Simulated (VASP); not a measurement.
PtSe2 (1T layered) is relaxed at rising pressure, each step from the one before. Symmetry mostly holds the structure type, and other phases were not tried. The mesh follows the cell, and a change of mesh leaves a small step in the series.

Consider the following.

```yaml
crystal:
  lattice:
    - [1.87800, -3.25280, 0.00000]
    - [1.87800, 3.25280, 0.00000]
    - [0.00000, 0.00000, 4.89514]
  atoms:
    - { symbol: Pt, position: [0.00000, 0.00000, 0.00000] }
    - { symbol: Se, position: [0.33333, 0.66667, 0.25983] }
    - { symbol: Se, position: [0.66667, 0.33333, 0.74017] }
```

Level of theory: PBEsol GGA, VASP's PBE PAW potentials (set 64) (plane waves; VASP). Numerical set-up: 500 eV cut-off, 9×9×6 Γ-centred mesh, first-order Methfessel-Paxton smearing of 0.10 eV, potentials Pt Se.

Without a dispersion term in the relaxation, distances and binding between the weakly bound layers, chains or molecules are unreliable, and so is what depends on them. Unless said otherwise, spin-orbit coupling is left out, though it shifts the bands of the heavy elements here.

```json
[
 {"P (GPa)": "0", "V (Å³/atom)": "19.94", "H − H(0) (eV/atom)": "0.000", "space group": "P-3m1", "gap on the mesh (eV)": "0.00", "k-mesh": "9×9×6"},
 {"P (GPa)": "5", "V (Å³/atom)": "[?]", "H − H(0) (eV/atom)": "[?]", "space group": "P-3m1", "gap on the mesh (eV)": "0.00", "k-mesh": "9×9×7"},
 {"P (GPa)": "20", "V (Å³/atom)": "16.65", "H − H(0) (eV/atom)": "2.232", "space group": "P-3m1", "gap on the mesh (eV)": "0.00", "k-mesh": "10×10×7"},
 {"P (GPa)": "30", "V (Å³/atom)": "[?]", "H − H(0) (eV/atom)": "[?]", "space group": "P-3m1", "gap on the mesh (eV)": "0.00", "k-mesh": "10×10×7"},
 {"P (GPa)": "45", "V (Å³/atom)": "14.99", "H − H(0) (eV/atom)": "4.688", "space group": "P-3m1", "gap on the mesh (eV)": "0.00", "k-mesh": "10×10×8"}
]
```

What belongs in the gaps?

- 5, V (Å³/atom): 18.57
- 5, H − H(0) (eV/atom): 0.597
- 30, V (Å³/atom): 15.87
- 30, H − H(0) (eV/atom): 3.246

Pressures at which the relaxation failed are left out.

The compound is PtSe2 in the 1T layered structure.
